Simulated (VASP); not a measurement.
Output of a VASP run:

OUTCAR:
```
 ion  position               nearest neighbor table
   1  0.000  0.000  0.000-   4 1.97   5 1.97   4 1.97   5 1.97   3 2.02   6 2.02
   2  0.500  0.500  0.500-   3 1.97   6 1.97   3 1.97   6 1.97   5 2.02   4 2.02
   3  0.305  0.305  0.000-   2 1.97   2 1.97   1 2.02
   4  0.805  0.195  0.500-   1 1.97   1 1.97   2 2.02
   5  0.195  0.805  0.500-   1 1.97   1 1.97   2 2.02
   6  0.695  0.695  0.000-   2 1.97   2 1.97   1 2.02
  LATTYP: Found a simple tetragonal cell.
 ALAT       =     4.6756860802
 C/A-ratio  =     0.6377877369
 Subroutine PRICEL returns:
 Original cell was already a primitive cell.
 Subroutine GETGRP returns: Found 16 space group operations
The static configuration has the point symmetry D_2h.
 The point group associated with its full space group is D_4h.
The dynamic configuration has the point symmetry D_2h.
 Subroutine INISYM returns: Found 16 space group operations
 Subroutine IBZKPT returns following result:
 Found     30 irreducible k-points:

 Following reciprocal coordinates:
            Coordinates               Weight
  0.000000  0.000000  0.000000      1.000000
  0.200000  0.000000  0.000000      4.000000
  0.400000  0.000000  0.000000      4.000000
  0.200000  0.200000  0.000000      4.000000
  0.400000  0.200000  0.000000      8.000000
  0.400000  0.400000  0.000000      4.000000
  0.000000  0.000000  0.125000      2.000000
  0.200000  0.000000  0.125000      8.000000
  0.400000  0.000000  0.125000      8.000000
  0.200000  0.200000  0.125000      8.000000
  0.400000  0.200000  0.125000     16.000000
  0.400000  0.400000  0.125000      8.000000
  0.000000  0.000000  0.250000      2.000000
  0.200000  0.000000  0.250000      8.000000
  0.400000  0.000000  0.250000      8.000000
  0.200000  0.200000  0.250000      8.000000
  0.400000  0.200000  0.250000     16.000000
  0.400000  0.400000  0.250000      8.000000
  0.000000  0.000000  0.375000      2.000000
  0.200000  0.000000  0.375000      8.000000
  0.400000  0.000000  0.375000      8.000000
  0.200000  0.200000  0.375000      8.000000
  0.400000  0.200000  0.375000     16.000000
  0.400000  0.400000  0.375000      8.000000
  0.000000  0.000000  0.500000      1.000000
  0.200000  0.000000  0.500000      4.000000
  0.400000  0.000000  0.500000      4.000000
  0.200000  0.200000  0.500000      4.000000
  0.400000  0.200000  0.500000      8.000000
  0.400000  0.400000  0.500000      4.000000
   k-points           NKPTS =     30   k-points in BZ     NKDIM =     30   number of bands    NBANDS=     28
   number of dos      NEDOS =    601   number of ions     NIONS =      6
   total plane-waves  NPLWV =  31104
   dimension x,y,z NGX =    36 NGY =   36 NGZ =   24
   dimension x,y,z NGXF=    72 NGYF=   72 NGZF=   48
   ions per type =               2   4
   PREC   = accura    normal or accurate (medium, high low for compatibility)
   ISTART =      0    job   : 0-new  1-cont  2-samecut
   ICHARG =      2    charge: 1-file 2-atom 10-const
   ISPIN  =      1    spin polarized calculation?
   LNONCOLLINEAR =      F non collinear calculations
   LSORBIT =      F    spin-orbit coupling
   INIWAV =      1    electr: 0-lowe 1-rand  2-diag
   ENCUT  =  520.0 eV  38.22 Ry    6.18 a.u.   8.69  8.69  5.54*2*pi/ulx,y,z
   NELM   =    100;   NELMIN=  2; NELMDL= -5     # of ELM steps
   EDIFF  = 0.1E-06   stopping-criterion for ELM
   LREAL  =      F    real-space projection
   NLSPLINE    = F    spline interpolate recip. space projectors
   LMAXMIX     =    4 max onsite mixed and CHGCAR
   VOSKOWN=      0    Vosko Wilk Nusair interpolation
   EDIFFG = 0.1E-05   stopping-criterion for IOM
   NSW    =      0    number of steps for IOM
   NBLOCK =      1;   KBLOCK =      1    inner block; outer block
   IBRION =     -1    ionic relax: 0-MD 1-quasi-New 2-CG
   NFREE  =      0    steps in history (QN), initial steepest desc. (CG)
   ISIF   =      2    stress and relaxation
   ISYM   =      2    0-nonsym 1-usesym 2-fastsym
   TEIN   =    0.0    initial temperature
...
```

**OSZICAR**
```
       N       E                     dE             d eps       ncg     rms          rms(c)
DAV:   1     0.683863308846E+03    0.68386E+03   -0.25176E+04  1680   0.201E+03
DAV:   2     0.499865129278E+02   -0.63388E+03   -0.61365E+03  1828   0.584E+02
DAV:   3    -0.640112825452E+02   -0.11400E+03   -0.11180E+03  2592   0.216E+02
DAV:   4    -0.690880588787E+02   -0.50768E+01   -0.50715E+01  2272   0.485E+01
DAV:   5    -0.693024823791E+02   -0.21442E+00   -0.21438E+00  2404   0.813E+00    0.310E+01
DAV:   6    -0.521417706725E+02    0.17161E+02   -0.12255E+02  2028   0.102E+02    0.123E+01
DAV:   7    -0.517118452792E+02    0.42993E+00   -0.19773E+01  2124   0.347E+01    0.746E+00
DAV:   8    -0.517571080709E+02   -0.45263E-01   -0.56437E+00  2096   0.209E+01    0.468E+00
DAV:   9    -0.515244839595E+02    0.23262E+00   -0.20956E+00  2132   0.121E+01    0.113E+00
DAV:  10    -0.515390756527E+02   -0.14592E-01   -0.11673E-01  2096   0.269E+00    0.218E-01
DAV:  11    -0.515390556525E+02    0.20000E-04   -0.51872E-03  2344   0.507E-01    0.111E-01
DAV:  12    -0.515390720030E+02   -0.16350E-04   -0.66492E-04  2184   0.175E-01    0.584E-02
DAV:  13    -0.515390333154E+02    0.38688E-04   -0.21451E-04  2308   0.104E-01    0.758E-03
DAV:  14    -0.515390368504E+02   -0.35351E-05   -0.13397E-05  2092   0.273E-02    0.490E-03
DAV:  15    -0.515390372807E+02   -0.43031E-06   -0.28348E-06  2360   0.959E-03    0.262E-03
DAV:  16    -0.515390372180E+02    0.62736E-07   -0.12752E-06  2092   0.948E-03    0.210E-03
DAV:  17    -0.515390372034E+02    0.14562E-07   -0.53941E-07  1996   0.658E-03
   1 F= -.51539037E+02 E0= -.51539037E+02  d E =0.000000E+00
```

OUTCAR:
```
------------------------ aborting loop because EDIFF is reached ----------------------------------------
  FORCE on cell =-STRESS in cart. coord.  units (eV):
  Direction    XX          YY          ZZ          XY          YZ          ZX
  --------------------------------------------------------------------------------------
  Total        0.0106976      0.0106976     -0.1386190      0.0000000      0.0000000      0.0000000
  in kB        0.2628960      0.2628960     -3.4066005      0.0000000      0.0000000      0.0000000
  external PRESSURE =      -0.9602695 kB  Pullay stress =       0.0000000 kB
  volume of cell :       65.19
      direct lattice vectors                 reciprocal lattice vectors
     4.675686080  0.000000000  0.000000000     0.213872356  0.000000000  0.000000000
     0.000000000  4.675686080  0.000000000     0.000000000  0.213872356  0.000000000
     0.000000000  0.000000000  2.982095243     0.000000000  0.000000000  0.335334695
 POSITION                                       TOTAL-FORCE (eV/Angst)
 -----------------------------------------------------------------------------------
      0.00000      0.00000      0.00000         0.000000      0.000000     -0.000000
      2.33784      2.33784      1.49105         0.000000      0.000000     -0.000000
      1.42797      1.42797      0.00000         0.013594      0.013594      0.000000
      3.76581      0.90988      1.49105         0.013594     -0.013594     -0.000000
      0.90988      3.76581      1.49105        -0.013594      0.013594      0.000000
      3.24772      3.24772      0.00000        -0.013594     -0.013594     -0.000000
 -----------------------------------------------------------------------------------
    total drift:                                0.000000      0.000000     -0.000000
  FREE ENERGIE OF THE ION-ELECTRON SYSTEM (eV)
  ---------------------------------------------------
  free  energy   TOTEN  =       -51.5390372034 eV

  energy  without entropy=      -51.5390372034  energy(sigma->0) =      -51.53903720

 total charge

# of ion       s       p       d       tot
------------------------------------------
    1        2.209   6.273   1.669  10.151
    2        2.209   6.273   1.669  10.151
    3        1.574   3.488   0.000   5.062
    4        1.574   3.488   0.000   5.062
    5        1.574   3.488   0.000   5.062
    6        1.574   3.488   0.000   5.062
--------------------------------------------------
tot         10.716  26.496   3.338  40.550

 Electric field gradients after diagonalization (V/A^2)
 (convention: |V_zz| > |V_xx| > |V_yy|)
----------------------------------------------------------------------
 ion       V_xx      V_yy      V_zz     asymmetry (V_yy - V_xx)/ V_zz
----------------------------------------------------------------------
   1      21.256     2.378   -23.634       0.799
   2      21.256     2.378   -23.634       0.799
   3     -24.520    -1.904    26.424       0.856
   4     -24.520    -1.904    26.424       0.856
   5     -24.520    -1.904    26.424       0.856
   6     -24.520    -1.904    26.424       0.856
```
(Selected blocks of OUTCAR.)

POSCAR:
```
TiO2
1
    4.6756860802    -0.0000000000     0.0000000000
    0.0000000000     4.6756860802     0.0000000000
    0.0000000000     0.0000000000     2.9820952434
Ti O
2 4
Direct
  1.0000000000   0.0000000000   1.0000000000
  0.5000000000   0.5000000000   0.5000000000
  0.3054023985   0.3054023985   0.0000000000
  0.8054023985   0.1945976015   0.5000000000
  0.1945976015   0.8054023985   0.5000000000
  0.6945976015   0.6945976015   1.0000000000
```

Question: Reconstruct the remaining input files.

Answer: This is not unique; one that fits is the input of the run itself, revPBE GGA, plane waves, VASP's PBE PAW potentials (set 64).

**INCAR**
```
ALGO = Normal
EDIFF = 1E-7
ENCUT = 520
GGA = RE
ISIF = 2
ISMEAR = -5
LASPH = T
LCHARG = T
LEFG = T
LMAXMIX = 4
LORBIT = 11
LREAL = F
LWAVE = F
NEDOS = 601
NELM = 100
PREC = Accurate
SYSTEM = TiO2
```

KPOINTS:
```
Automatic mesh
0
G
5 5 8
```

POTCAR, in this order: Ti_sv O (PBE.64 set). Program: vasp_std.

The compound is TiO2 in the rutile structure. It was relaxed first.
